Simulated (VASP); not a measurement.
Input:

```
Ba
1.0
   -2.51000     2.51000     2.51000
    2.51000    -2.51000     2.51000
    2.51000     2.51000    -2.51000
Ba
1
Direct
  0.00000   0.00000   0.00000
```

Computed with AM05 GGA, VASP's PBE PAW potentials (set 64) (plane waves; VASP). Run with 520 eV cut-off, 9×9×9 Γ-centred mesh, first-order Methfessel-Paxton smearing of 0.10 eV, potentials Ba_sv.

Energy and stress use the plane-wave basis of the starting cell.

Task: The ions, cell shape and volume are relaxed. Which structure does the run end with?

Result: 
```
Ba
1.0
   -2.48669     2.48669     2.48669
    2.48669    -2.48669     2.48669
    2.48669     2.48669    -2.48669
Ba
1
Direct
  0.00000   0.00000   0.00000
```
Space group Im-3m (229), at a tolerance of 0.03 Å.

Task: How do energy and volume change from the first to the last step?

Result: The energy (σ→0) changes by -1.2 meV/atom and the volume by -2.8 %, in 4 ionic steps.

The compound is Ba in the bcc structure. This run relaxes it. Symmetry was kept, so distortions that lower it aren't found.
